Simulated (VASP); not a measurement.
Input:

```yaml
crystal:
  lattice:
    - [1.36495, -2.36416, 0.00000]
    - [1.36495, 2.36416, 0.00000]
    - [0.00000, 0.00000, 4.38278]
  atoms:
    - { symbol: Tc, position: [0.33333, 0.66667, 0.25000] }
    - { symbol: Tc, position: [0.66667, 0.33333, 0.75000] }
```

Computed with r2SCAN+rVV10, VASP's PBE PAW potentials (set 64) (plane waves; VASP). Run with 520 eV cut-off, 17×17×9 Γ-centred mesh, tetrahedra with Blöchl corrections, potentials Tc_pv.

Q: Give the energies of bands 7 to 16 at the high-symmetry points, in eV from the Fermi level.

A: 
```json
[
 {"band": "7", "Γ": "-7.79", "M": "-5.74", "K": "-5.07", "A": "-5.75", "L": "-5.66", "H": "-4.09"},
 {"band": "8", "Γ": "-5.79", "M": "-5.04", "K": "-3.62", "A": "-5.75", "L": "-5.66", "H": "-4.09"},
 {"band": "9", "Γ": "-1.62", "M": "-4.90", "K": "-3.62", "A": "-2.03", "L": "-3.95", "H": "-3.51"},
 {"band": "10", "Γ": "-1.62", "M": "-1.99", "K": "-3.11", "A": "-2.03", "L": "-3.95", "H": "-3.51"},
 {"band": "11", "Γ": "-1.58", "M": "-1.23", "K": "-2.01", "A": "-1.76", "L": "0.17", "H": "-1.91"},
 {"band": "12", "Γ": "-0.87", "M": "-1.03", "K": "-2.01", "A": "-1.76", "L": "0.17", "H": "-1.91"},
 {"band": "13", "Γ": "-0.87", "M": "-0.54", "K": "-0.05", "A": "-1.76", "L": "1.47", "H": "-0.10"},
 {"band": "14", "Γ": "-0.10", "M": "3.13", "K": "2.46", "A": "-1.76", "L": "1.47", "H": "-0.10"},
 {"band": "15", "Γ": "-0.10", "M": "3.54", "K": "2.46", "A": "2.00", "L": "3.40", "H": "2.78"},
 {"band": "16", "Γ": "1.67", "M": "3.58", "K": "2.88", "A": "2.00", "L": "3.40", "H": "2.78"}
]
```

It has no gap at this level: it comes out as a metal or semimetal.

The compound is Tc in the hcp structure. It was relaxed first.
